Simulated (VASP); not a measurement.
An input for Ansatz (written as the equivalent of a VASP run, and not itself run):

Ansatz 0.2 input:
```yaml
crystal:
  lattice:
    - [0.0000000, 2.9802857, 2.9802857]
    - [2.9802857, 0.0000000, 2.9802857]
    - [2.9802857, 2.9802857, 0.0000000]
  atoms:
    - { symbol: K, position: [0.0000000, 0.0000000, 0.0000000] }
    - { symbol: Cl, position: [0.5000000, 0.5000000, 0.5000000] }
kpoints:
  mp_grid: { grid: [8, 8, 8] }
hamiltonian:
  xc: lda
  pseudopotentials: { kind: paw }
scf:
  occupations: { method: gaussian, width: 0.05 }
  max_iter: 100
output: { forces: true, stress: true, eigenvalues: true }
```

**Question.** Write the VASP files for the same calculation (LDA).

**Answer.** One answer among several that fit: 
### KPOINTS
```
Automatic mesh
0
Gamma
8 8 8
0 0 0
```

POSCAR:
```
KCl
1
    0.0000000000     2.9802857263     2.9802857263
    2.9802857263     0.0000000000     2.9802857263
    2.9802857263     2.9802857263     0.0000000000
K Cl
1 1
Direct
  0.0000000000   0.0000000000   0.0000000000
  0.5000000000   0.5000000000   0.5000000000
```

**INCAR**
```
# general
SYSTEM=KCl
PREC  =Accurate
ENCUT =520
LREAL =.FALSE.
LASPH =.TRUE.

# electronic loop
EDIFF =1E-7
NELM  =100
ALGO  =Normal

# smearing
ISMEAR=0
SIGMA =0.05

# ions
ISIF  =2

# output
LWAVE =.FALSE.
LCHARG=.FALSE.
```

POTCAR, in this order: K_sv Cl (LDA.64 set). Program: vasp_std.

The two are equivalent in intent, not identical: each code has its own PAW files, so the cut-off isn't converted (ENCUT is set for VASP's; basis.ecutwfc is left out, and Ansatz then takes the one that its files recommend); Ansatz stops its SCF on the density residual and VASP on the energy change (EDIFF); Ansatz's lda is the Perdew-Wang form, while the LDA potentials of VASP carry Perdew-Zunger's.

The compound is KCl in the rock salt structure. This cell is one point of a volume scan, at 0.94 of the reference volume.
